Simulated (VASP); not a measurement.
Fe:

```
Fe
1.0
    -1.44300    1.44300    1.44300
     1.44300   -1.44300    1.44300
     1.44300    1.44300   -1.44300
Fe
1
Direct
  0.00000 0.00000 0.00000
```

* Program: VASP 6.6.1
* Task: relaxation of cell and atoms
* Functional: PBE
* Potentials or basis: VASP PAW PBE potentials, release 64 (Fe)
* Cutoff: 600 eV
* k mesh: 18 × 18 × 18
* Occupations: methfessel-paxton, width 0.1 eV
* Spin: collinear spin, ferromagnetic start
* Starting moments: [2.5] μB

At the start: pressure -9.7 GPa; volume 12.02 Å³/atom.

Where does the relaxation end?

Over 3 steps the energy falls by 23.8 meV/atom and the volume is 11.32 Å³/atom (-5.8 %); space group Im-3m (No. 229, to 0.05 Å); moment 2.17 μB per cell.

Step by step:
| step | energy change (eV) | largest force (eV/Å) | pressure (GPa) | volume (Å³) |
| --- | --- | --- | --- | --- |
| 1 | 0.0000 | 0.0000 | -9.71 | 12.02 |
| 2 | -0.0063 | 0.0000 | 10.81 | 10.80 |
| 3 | -0.0238 | 0.0000 | 0.07 | 11.32 |

Final structure:
```
Fe
1.0
    -1.41456    1.41456    1.41456
     1.41456   -1.41456    1.41456
     1.41456    1.41456   -1.41456
Fe
1
Direct
  0.00000 0.00000 0.00000
```
